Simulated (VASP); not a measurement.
All values below come from PBEsol GGA, VASP's PBE PAW potentials (set 64) (plane waves; VASP 6.6.1).

VASP input:

**INCAR**
```
SYSTEM  =  BN
ENCUT  =  620   ! plane-wave cut-off (eV)
EDIFFG  =  -0.02   ! ionic stop
ISMEAR  =  0   ! Gaussian
ISIF  =  3   ! ions, shape and volume
GGA  =  PS   ! PBEsol
NELM  =  100
NSW  =  40   ! most ionic steps
SIGMA  =  0.05
LASPH  =  .True.   ! aspherical one-centre terms
PREC  =  Accurate
PSTRESS  =  50   ! kbar
EDIFF  =  1E-6
LREAL  =  .False.
LCHARG  =  .False.
ALGO  =  Normal
IBRION  =  2
LWAVE  =  .False.
```

**POSCAR**
```
BN
1
    0.0000000000     1.7957248707     1.7957248707
    1.7957248707     0.0000000000     1.7957248707
    1.7957248707     1.7957248707     0.0000000000
B N
1 1
Direct
  0.0000000000   0.0000000000   0.0000000000
  0.2500000000   0.2500000000   0.2500000000
```

**KPOINTS**
```
Automatic
0
Gamma
13 13 13
0 0 0
```

POTCAR, in this order: B N (PBE.64 set). Program: vasp_std.

The resulting files:

**OSZICAR**
```
       N       E                     dE             d eps       ncg     rms          rms(c)
DAV:   1     0.138834436711E+02    0.13883E+02   -0.57482E+03  1384   0.115E+03
DAV:   2    -0.190428893810E+02   -0.32926E+02   -0.32031E+02  1872   0.213E+02
DAV:   3    -0.193261487906E+02   -0.28326E+00   -0.28326E+00  1584   0.222E+01
DAV:   4    -0.193264505500E+02   -0.30176E-03   -0.30176E-03  1840   0.653E-01
DAV:   5    -0.193264507198E+02   -0.16973E-06   -0.16973E-06  1544   0.952E-03    0.664E+00
DAV:   6    -0.184612991674E+02    0.86515E+00   -0.31402E+00  1832   0.138E+01    0.331E+00
DAV:   7    -0.183702705983E+02    0.91029E-01   -0.10483E-01  1784   0.307E+00    0.187E+00
DAV:   8    -0.183490516729E+02    0.21219E-01   -0.42381E-02  1480   0.173E+00    0.187E-01
DAV:   9    -0.183490700102E+02   -0.18337E-04   -0.40433E-04  1360   0.242E-01    0.760E-02
DAV:  10    -0.183490855779E+02   -0.15568E-04   -0.72441E-05  1944   0.942E-02    0.135E-02
DAV:  11    -0.183490870930E+02   -0.15152E-05   -0.27191E-06  1440   0.158E-02    0.498E-03
DAV:  12    -0.183490871324E+02   -0.39335E-07   -0.66402E-07   672   0.719E-03
   1 F= -.17987670E+02 E0= -.17987670E+02  d E =-.179877E+02
```

File OUTCAR:
```
------------------------ aborting loop because EDIFF is reached ----------------------------------------
  FORCE on cell =-STRESS in cart. coord.  units (eV):
  Direction    XX          YY          ZZ          XY          YZ          ZX
  --------------------------------------------------------------------------------------
  Total        0.3618719      0.3618719      0.3618719      0.0000000     -0.0000000     -0.0000000
  in kB       50.0629124     50.0629124     50.0629124      0.0000000     -0.0000000     -0.0000000
  external PRESSURE =       0.0629124 kB  Pullay stress =      50.0000000 kB
  volume of cell :       11.58
      direct lattice vectors                 reciprocal lattice vectors
     0.000000000  1.795724871  1.795724871    -0.278439091  0.278439091  0.278439091
     1.795724871  0.000000000  1.795724871     0.278439091 -0.278439091  0.278439091
     1.795724871  1.795724871  0.000000000     0.278439091  0.278439091 -0.278439091
  FREE ENERGIE OF THE ION-ELECTRON SYSTEM (eV)
  ---------------------------------------------------
  free  energy   TOTEN  =       -18.3490871324 eV

  energy  without entropy=      -18.3490871324  energy(sigma->0) =      -18.34908713
  enthalpy is  TOTEN    =       -17.9876699377 eV   P V=        0.3614171947

 reached required accuracy - stopping structural energy minimisation
```
(Selected blocks of OUTCAR.)

OUTCAR:
```
 val. band max:        7.6060265138   @ k =   0.0000   0.0000   0.0000

 cond. band min:      11.9805387220   @ k =   0.4615   0.4615   0.0000


 Fermi energy:         7.8036757562

 k-point     1 :       0.0000    0.0000    0.0000
  band No.  band energies     occupation
      1     -12.8724      2.00000
      2       7.6060      2.00000
      3       7.6060      2.00000
      4       7.6060      2.00000
      5      16.4595      0.00000
      6      16.4595      0.00000
      7      16.4595      0.00000
      8      18.1928      0.00000

 k-point     2 :       0.0769    0.0000    0.0000
  band No.  band energies     occupation
      1     -12.7252      2.00000
      2       6.8028      2.00000
      3       7.4460      2.00000
      4       7.4460      2.00000
      5      16.6624      0.00000
      6      16.7018      0.00000
      7      16.7018      0.00000
      8      18.6712      0.00000

 k-point     3 :       0.1538    0.0000    0.0000
  band No.  band energies     occupation
      1     -12.2882      2.00000
      2       4.9016      2.00000
      3       7.0467      2.00000
      4       7.0467      2.00000
      5      16.9928      0.00000
      6      17.2842      0.00000
      7      17.2842      0.00000
      8      19.8410      0.00000

 k-point     4 :       0.2308    0.0000    0.0000
  band No.  band energies     occupation
      1     -11.5767      2.00000
      2       2.6016      2.00000
      3       6.5652      2.00000
      4       6.5652      2.00000
      5      17.3127      0.00000
      6      17.8858      0.00000
      7      17.8858      0.00000
      8      21.0768      0.00000

 k-point     5 :       0.3077    0.0000    0.0000
  band No.  band energies     occupation
      1     -10.6288      2.00000
      2       0.2943      2.00000
      3       6.1280      2.00000
      4       6.1280      2.00000
      5      17.6037      0.00000
      6      18.2470      0.00000
      7      18.2470      0.00000
...
```

The compound is BN in the zinc blende structure. It was relaxed first under an external pressure of 5 GPa.
